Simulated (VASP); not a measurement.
All values below come from PBEsol GGA, VASP's PBE PAW potentials (set 64) (plane waves; VASP 6.6.1).

VASP ran on this input.

File KPOINTS:
```
Regular mesh
0
gamma
  6 6 3
```

File POSCAR:
```
CdS
1
    2.0609773196    -3.5697172613     0.0000000000
    2.0609773196     3.5697172613     0.0000000000
    0.0000000000     0.0000000000     6.6949327654
Cd S
2 2
Direct
  0.6666670000   0.3333330000   0.5000050941
  0.3333330000   0.6666670000   0.0000050941
  0.6666670000   0.3333330000   0.8769949059
  0.3333330000   0.6666670000   0.3769949059
```

### INCAR
```
# general
SYSTEM   =  CdS
PREC     =  Accurate
ENCUT    =  400
LREAL    =  .FALSE.
LASPH    =  .TRUE.

# electronic loop
EDIFF    =  1E-6
NELM     =  100
ALGO     =  Normal
LMAXMIX  =  4

# smearing
ISMEAR   =  0
SIGMA    =  0.05

# functional
GGA      =  PS

# ions
IBRION   =  2
NSW      =  60
ISIF     =  3
EDIFFG   =  -0.02

# output
LWAVE    =  .FALSE.
LCHARG   =  .FALSE.
```

POTCAR, in this order: Cd S (PBE.64 set). Program: vasp_std.

The run wrote:

### OUTCAR
```
 ion  position               nearest neighbor table
   1  0.667  0.333  0.500-   4 2.52   4 2.52   4 2.52   3 2.52
   2  0.333  0.667  0.000-   3 2.52   3 2.52   3 2.52   4 2.52
   3  0.667  0.333  0.877-   2 2.52   2 2.52   2 2.52   1 2.52
   4  0.333  0.667  0.377-   1 2.52   1 2.52   1 2.52   2 2.52
  LATTYP: Found a hexagonal cell.
 ALAT       =     4.1219544924
 C/A-ratio  =     1.6242131682
 Subroutine PRICEL returns:
 Original cell was already a primitive cell.
 Subroutine GETGRP returns: Found 12 space group operations
The static configuration has the point symmetry C_3v.
 The point group associated with its full space group is C_6v.
The dynamic configuration has the point symmetry C_3v.
 Subroutine INISYM returns: Found 12 space group operations
 Subroutine IBZKPT returns following result:
 Found     14 irreducible k-points:

 Following reciprocal coordinates:
            Coordinates               Weight
  0.000000  0.000000  0.000000      1.000000
  0.166667  0.000000  0.000000      6.000000
  0.333333  0.000000  0.000000      6.000000
  0.500000  0.000000  0.000000      3.000000
  0.166667  0.166667  0.000000      6.000000
...
```

OSZICAR:
```
       N       E                     dE             d eps       ncg     rms          rms(c)
DAV:   1     0.216870839508E+03    0.21687E+03   -0.15667E+04   616   0.123E+03
DAV:   2    -0.265361172591E+01   -0.21952E+03   -0.21542E+03   682   0.329E+02
DAV:   3    -0.144952887982E+02   -0.11842E+02   -0.11799E+02   730   0.787E+01
DAV:   4    -0.146212764310E+02   -0.12599E+00   -0.12593E+00   720   0.806E+00
DAV:   5    -0.146234740598E+02   -0.21976E-02   -0.21975E-02   754   0.101E+00    0.117E+01
DAV:   6    -0.136546348142E+02    0.96884E+00   -0.23999E+00   804   0.178E+01    0.904E+00
DAV:   7    -0.136353810575E+02    0.19254E-01   -0.82133E-01   730   0.542E+00    0.377E+00
DAV:   8    -0.136265207069E+02    0.88604E-02   -0.13848E-01   770   0.408E+00    0.568E-01
DAV:   9    -0.136245849149E+02    0.19358E-02   -0.23899E-02   780   0.209E+00    0.171E-01
DAV:  10    -0.136244800850E+02    0.10483E-03   -0.16903E-03   772   0.480E-01    0.912E-02
DAV:  11    -0.136244985047E+02   -0.18420E-04   -0.11656E-04   718   0.768E-02    0.913E-02
DAV:  12    -0.136245034241E+02   -0.49194E-05   -0.11125E-05   730   0.170E-02    0.697E-02
DAV:  13    -0.136245752281E+02   -0.71804E-04   -0.96002E-05   640   0.511E-02    0.796E-02
DAV:  14    -0.136245675710E+02    0.76571E-05   -0.85215E-06   800   0.349E-02    0.557E-02
DAV:  15    -0.136245617206E+02    0.58504E-05   -0.33461E-05   664   0.257E-02    0.302E-02
DAV:  16    -0.136245618046E+02   -0.83944E-07   -0.80494E-07   458   0.697E-03
   1 F= -.13624562E+02 E0= -.13624562E+02  d E =-.136246E+02
       N       E                     dE             d eps       ncg     rms          rms(c)
DAV:   1    -0.136346144201E+02   -0.10053E-01   -0.21736E-01   658   0.526E+00    0.762E-01
DAV:   2    -0.136257594309E+02    0.88550E-02   -0.24241E-02   658   0.207E+00    0.269E-01
DAV:   3    -0.136248569707E+02    0.90246E-03   -0.28245E-03   700   0.490E-01    0.232E-01
DAV:   4    -0.136247322421E+02    0.12473E-03   -0.16010E-04   658   0.112E-01    0.498E-02
DAV:   5    -0.136247012401E+02    0.31002E-04   -0.10588E-04   778   0.125E-01    0.151E-02
DAV:   6    -0.136247009745E+02    0.26552E-06   -0.10418E-05   652   0.316E-02    0.582E-03
DAV:   7    -0.136247009514E+02    0.23186E-07   -0.10919E-07   362   0.257E-03
   2 F= -.13624701E+02 E0= -.13624701E+02  d E =-.139147E-03
       N       E                     dE             d eps       ncg     rms          rms(c)
DAV:   1    -0.136264537794E+02   -0.17528E-02   -0.36688E-02   658   0.215E+00    0.308E-01
DAV:   2    -0.136249462584E+02    0.15075E-02   -0.41410E-03   658   0.858E-01    0.108E-01
DAV:   3    -0.136247978566E+02    0.14840E-03   -0.48500E-04   700   0.201E-01    0.933E-02
DAV:   4    -0.136247859810E+02    0.11876E-04   -0.27229E-05   646   0.487E-02    0.200E-02
DAV:   5    -0.136247833935E+02    0.25874E-05   -0.18275E-05   736   0.519E-02    0.690E-03
DAV:   6    -0.136247840681E+02   -0.67457E-06   -0.17102E-06   362   0.132E-02
   3 F= -.13624784E+02 E0= -.13624784E+02  d E =-.222264E-03
```

### OUTCAR
```
------------------------ aborting loop because EDIFF is reached ----------------------------------------
  FORCE on cell =-STRESS in cart. coord.  units (eV):
  Direction    XX          YY          ZZ          XY          YZ          ZX
  --------------------------------------------------------------------------------------
  Total       -0.0086635     -0.0086635      0.0175191      0.0000000      0.0000000      0.0000000
  in kB       -0.1404551     -0.1404551      0.2840247      0.0000000      0.0000000      0.0000000
  external PRESSURE =       0.0010382 kB  Pullay stress =       0.0000000 kB
  volume of cell :       98.82
      direct lattice vectors                 reciprocal lattice vectors
     2.062952734 -3.573138779  0.000000000     0.242371040 -0.139932992  0.000000000
     2.062952734  3.573138779 -0.000000000     0.242371040  0.139932992  0.000000000
    -0.000000000 -0.000000000  6.703420765     0.000000000  0.000000000  0.149177567
  FREE ENERGIE OF THE ION-ELECTRON SYSTEM (eV)
  ---------------------------------------------------
  free  energy   TOTEN  =       -13.6247840681 eV

  energy  without entropy=      -13.6247840681  energy(sigma->0) =      -13.62478407

 reached required accuracy - stopping structural energy minimisation
```
(Selected blocks of OUTCAR.)

CONTCAR:
```
CdS
   1.00000000000000
     2.0629527340047629   -3.5731387789276798    0.0000000000000000
     2.0629527340047629    3.5731387789276798   -0.0000000000000000
    -0.0000000000000000   -0.0000000000000000    6.7034207649905122
  Cd              S
     2     2
Direct
     0.6666669999999968    0.3333330000000032    0.5000177328045585
     0.3333330000000032    0.6666669999999968    0.0000177328045585
     0.6666669999999968    0.3333330000000032    0.8769822671954368
     0.3333330000000032    0.6666669999999968    0.3769822671954368
```

File OUTCAR:
```
 val. band max:        1.2467955856   @ k =   0.0000   0.0000   0.0000

 cond. band min:       2.3438474127   @ k =   0.0000   0.0000   0.0000


 Fermi energy:         1.4868697617

 k-point     1 :       0.0000    0.0000    0.0000
  band No.  band energies     occupation
      1     -11.1662      2.00000
      2     -10.7156      2.00000
      3      -6.4740      2.00000
      4      -6.4688      2.00000
      5      -6.4688      2.00000
      6      -6.3830      2.00000
      7      -6.3830      2.00000
      8      -6.0378      2.00000
      9      -6.0378      2.00000
     10      -5.9406      2.00000
     11      -5.9406      2.00000
     12      -5.5911      2.00000
     13      -3.2387      2.00000
     14       0.4650      2.00000
     15       0.4650      2.00000
     16       1.2041      2.00000
     17       1.2468      2.00000
     18       1.2468      2.00000
     19       2.3438      0.00000
     20       3.9164      0.00000
     21       7.6167      0.00000
     22       7.6167      0.00000

 k-point     2 :       0.1667    0.0000    0.0000
  band No.  band energies     occupation
      1     -11.0675      2.00000
      2     -10.6732      2.00000
      3      -6.4430      2.00000
      4      -6.4297      2.00000
      5      -6.3968      2.00000
      6      -6.3339      2.00000
      7      -6.3264      2.00000
      8      -6.0596      2.00000
      9      -6.0358      2.00000
     10      -5.9806      2.00000
     11      -5.9322      2.00000
     12      -5.5258      2.00000
     13      -3.0484      2.00000
     14      -0.5441      2.00000
     15       0.0015      2.00000
     16       0.1356      2.00000
     17       0.9955      2.00000
     18       1.0505      2.00000
     19       3.5221      0.00000
     20       4.8092      0.00000
     21       6.8895      0.00000
     22       7.9577      0.00000

 k-point     3 :       0.3333    0.0000    0.0000
  band No.  band energies     occupation
      1     -10.8538      2.00000
...
```

The compound is CdS in the wurtzite structure. This run relaxes it. Symmetry was kept, so distortions that lower it aren't found. The start is the result of an earlier pass.
